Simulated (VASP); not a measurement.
These are r2SCAN+rVV10, VASP's PBE PAW potentials (set 64) (plane waves; VASP 6.6.1) values and carry that method's errors.

VASP ran on this input.

**KPOINTS_OPT**
```
k-points along high-symmetry lines
10
Line-mode
Reciprocal
  0.000000   0.000000   0.000000 ! GAMMA
 -0.500000  -0.500000   0.000000 ! X

 -0.500000  -0.500000   0.000000 ! X
 -0.375000  -0.375000   0.250000 ! U

 -0.375000  -0.000000   0.375000 ! K
  0.000000   0.000000   0.000000 ! GAMMA

  0.000000   0.000000   0.000000 ! GAMMA
 -0.000000  -0.000000   0.500000 ! L

 -0.000000  -0.000000   0.500000 ! L
 -0.500000  -0.250000   0.250000 ! W

 -0.500000  -0.250000   0.250000 ! W
 -0.500000  -0.500000   0.000000 ! X
```

**INCAR**
```
ALGO  =  Normal
BPARAM  =  11.95
CPARAM  =  0.0093
EDIFF  =  1E-7
ENCUT  =  520
ISIF  =  2
ISMEAR  =  -5
LASPH  =  .TRUE.
LCHARG  =  .FALSE.
LMAXMIX  =  4
LMIXTAU  =  .TRUE.
LORBIT  =  11
LREAL  =  .FALSE.
LUSE_VDW  =  .TRUE.
LWAVE  =  .FALSE.
METAGGA  =  R2SCAN
NEDOS  =  601
NELM  =  100
PREC  =  Accurate
SYSTEM  =  CuI
```

### POSCAR
```
CuI
1
    0.0000000000     2.9923636743     2.9923636743
    2.9923636743     0.0000000000     2.9923636743
    2.9923636743     2.9923636743     0.0000000000
Cu I
1 1
Direct
  0.0000000000   0.0000000000   0.0000000000
  0.2500000000   0.2500000000   0.2500000000
```

**KPOINTS**
```
Automatic mesh
0
Gamma
9 9 9
0 0 0
```

POTCAR, in this order: Cu I (PBE.64 set). Program: vasp_std.

What VASP printed:

### OSZICAR
```
       N       E                     dE             d eps       ncg     rms          rms(c)
DAV:   1     0.783126006413E+02    0.78313E+02   -0.82257E+03   915   0.153E+03
DAV:   2    -0.302264799531E+02   -0.10854E+03   -0.10251E+03   920   0.277E+02
DAV:   3    -0.383089707624E+02   -0.80825E+01   -0.79661E+01  1248   0.886E+01
DAV:   4    -0.385580484134E+02   -0.24908E+00   -0.24893E+00  1030   0.136E+01
DAV:   5    -0.385673508650E+02   -0.93025E-02   -0.93022E-02  1372   0.288E+00    0.628E+00
DAV:   6    -0.355850551434E+02    0.29823E+01   -0.94294E+00   910   0.870E+01    0.507E+00
DAV:   7    -0.352443581086E+02    0.34070E+00   -0.16869E+00  1035   0.507E+01    0.249E+00
DAV:   8    -0.352631464120E+02   -0.18788E-01   -0.61917E-01  1051   0.228E+01    0.147E+00
DAV:   9    -0.351784916432E+02    0.84655E-01   -0.22947E-01  1171   0.132E+01    0.239E-01
DAV:  10    -0.352397340551E+02   -0.61242E-01   -0.27899E-02   910   0.172E+00    0.109E-01
DAV:  11    -0.352401124241E+02   -0.37837E-03   -0.63835E-04  1208   0.262E-01    0.671E-02
DAV:  12    -0.352395745867E+02    0.53784E-03   -0.14442E-03  1080   0.118E+00    0.965E-02
DAV:  13    -0.352401264775E+02   -0.55189E-03   -0.11100E-03  1080   0.104E+00    0.137E-02
DAV:  14    -0.352401146065E+02    0.11871E-04   -0.30161E-05   950   0.550E-02    0.841E-03
DAV:  15    -0.352401363399E+02   -0.21733E-04   -0.18723E-05  1048   0.899E-02    0.258E-03
DAV:  16    -0.352401360796E+02    0.26036E-06   -0.19961E-06  1449   0.153E-02    0.216E-03
DAV:  17    -0.352401363590E+02   -0.27939E-06   -0.11065E-07   670   0.714E-03    0.151E-03
DAV:  18    -0.352401368010E+02   -0.44199E-06   -0.21758E-07   934   0.921E-03    0.139E-03
DAV:  19    -0.352401368334E+02   -0.32441E-07   -0.11107E-07   671   0.622E-03
   1 F= -.35240137E+02 E0= -.35240137E+02  d E =0.000000E+00
       N       E                     dE             ncg
       N       E                     dE             ncg
```

OUTCAR:
```
------------------------ aborting loop because EDIFF is reached ----------------------------------------
  FORCE on cell =-STRESS in cart. coord.  units (eV):
  Direction    XX          YY          ZZ          XY          YZ          ZX
  --------------------------------------------------------------------------------------
  Total        0.0109279      0.0109279      0.0109279     -0.0000000     -0.0000000      0.0000000
  in kB        0.3267188      0.3267188      0.3267188     -0.0000000     -0.0000000      0.0000000
  external PRESSURE =       0.3267188 kB  Pullay stress =       0.0000000 kB
  volume of cell :       53.59
      direct lattice vectors                 reciprocal lattice vectors
     0.000000000  2.992363674  2.992363674    -0.167091990  0.167091990  0.167091990
     2.992363674  0.000000000  2.992363674     0.167091990 -0.167091990  0.167091990
     2.992363674  2.992363674  0.000000000     0.167091990  0.167091990 -0.167091990
  FREE ENERGIE OF THE ION-ELECTRON SYSTEM (eV)
  ---------------------------------------------------
  free  energy   TOTEN  =       -35.2401368334 eV

  energy  without entropy=      -35.2401368334  energy(sigma->0) =      -35.24013683

 total charge

# of ion       s       p       d       tot
------------------------------------------
    1        0.332   0.292   9.355   9.980
    2        1.490   2.814   0.059   4.363
--------------------------------------------------
tot          1.823   3.106   9.415  14.343
```
(Selected blocks of OUTCAR.)

The compound is CuI in the zinc blende structure. It was relaxed first.
